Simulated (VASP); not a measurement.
## PrMnIn under changes of volume

One of the cells (26.073 Å³/atom); the others are scaled copies at fixed shape and fractional positions:

```
Pr In Mn
1.0
     4.87186    0.00000    0.00000
    -2.43593    4.21916    0.00000
     0.00000    0.00000    3.80531
Pr In Mn
1 1 1
Direct
  0.00000 0.00000 0.00000
  0.66667 0.33333 0.50000
  0.33333 0.66667 0.50000
```

The cell comes from a database or a generator and needn't be the stable form of this composition.

* Program: VASP 6.6.1
* Functional: PBE
* Potentials or basis: VASP PAW PBE potentials, release 64 (Pr, In_d, Mn_pv)
* Cutoff: 520 eV
* k mesh: 6 × 6 × 7
* Occupations: fermi-dirac, width 0.05 eV
* Spin: collinear spin, ferromagnetic start
* Starting moments: [2.0, 0.0, 4.0] μB

```tsv
volume (Å³/atom)	energy over the lowest point (meV/atom)	pressure (GPa)	moment (μB per cell)
24.539	?	?	?
25.050	14.64	-0.4	1.24
26.073	0.00	-1.7	1.25
26.584	6.35	-2.4	1.28
27.095	15.04	-3.2	1.30
```

**Question.** What does the run at 24.539 Å³/atom give?

**Answer.** Energy over the lowest point 230.94 meV/atom; pressure 0.0 GPa; moment 3.72 μB per cell.

The energies don't lie on one smooth curve, so no fit is given. The run at 24.539 Å³/atom lies farthest off; its moment of 3.72 μB against 1.24 to 1.30 μB shows that it ended in another magnetic state.

Energies are extrapolated to zero smearing.

Caveats: the magnetic or orbital state may not be the lowest; without U or exact exchange the open f shell lies at the Fermi level, which spoils levels, moments and volumes.
